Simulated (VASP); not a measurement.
Method: r2SCAN meta-GGA, VASP's PBE PAW potentials (set 64) (plane waves; VASP 6.6.1).

VASP input:

**KPOINTS**
```
K-points
0
G
8 8 8
```

**INCAR**
```
SIGMA = 0.05
ISIF = 2   ! forces and stress, cell fixed
PREC = Accurate
METAGGA = R2SCAN
ENCUT = 600   ! plane-wave cut-off (eV)
LWAVE = F
SYSTEM = KF
LASPH = T   ! aspherical one-centre terms
LREAL = F   ! projection in real space or not
ISMEAR = 0
ALGO = Normal   ! blocked Davidson
LCHARG = F
NELM = 100   ! most electronic steps
LMIXTAU = T
EDIFF = 1E-7   ! SCF stop (eV)
```

**POSCAR**
```
KF
1.0
  0.0000000000   2.6589489992   2.6589489992
  2.6190647642   0.0000000000   2.6589489992
  2.6190647642   2.6589489992   0.0000000000
K F
1 1
Cart
  0.0000000000   0.0000000000   0.0000000000
  2.6190647642   2.6589489992   2.6589489992
```

POTCAR, in this order: K_sv F (PBE.64 set). Program: vasp_std.

### Question
Estimate the energy per atom (σ→0), band gap (on the k-mesh).

### Answer

```
Quantity                           Value
------------------------  --------------
energy per atom (σ→0)     -7.486 eV/atom
band gap (on the k-mesh)         6.97 eV
```

### OSZICAR
```
...
DAV:  18    -0.149728613057E+02    0.43758E-04   -0.73179E-05  1644   0.925E-02    0.519E-02
DAV:  19    -0.149728955183E+02   -0.34213E-04   -0.31425E-05  1480   0.791E-02    0.254E-02
DAV:  20    -0.149729009309E+02   -0.54125E-05   -0.80523E-06  1788   0.324E-02    0.942E-03
DAV:  21    -0.149729039687E+02   -0.30378E-05   -0.10160E-06  1848   0.130E-02    0.545E-03
DAV:  22    -0.149729057721E+02   -0.18035E-05   -0.83112E-07  1596   0.955E-03    0.665E-04
DAV:  23    -0.149729066253E+02   -0.85313E-06   -0.65085E-07  1488   0.100E-02    0.131E-03
DAV:  24    -0.149729065485E+02    0.76747E-07   -0.62404E-08  1132   0.311E-03
   1 F= -.14972907E+02 E0= -.14972907E+02  d E =-.195634E-10
```

The compound is KF in the rock salt structure. This cell was strained or had an atom moved on purpose.
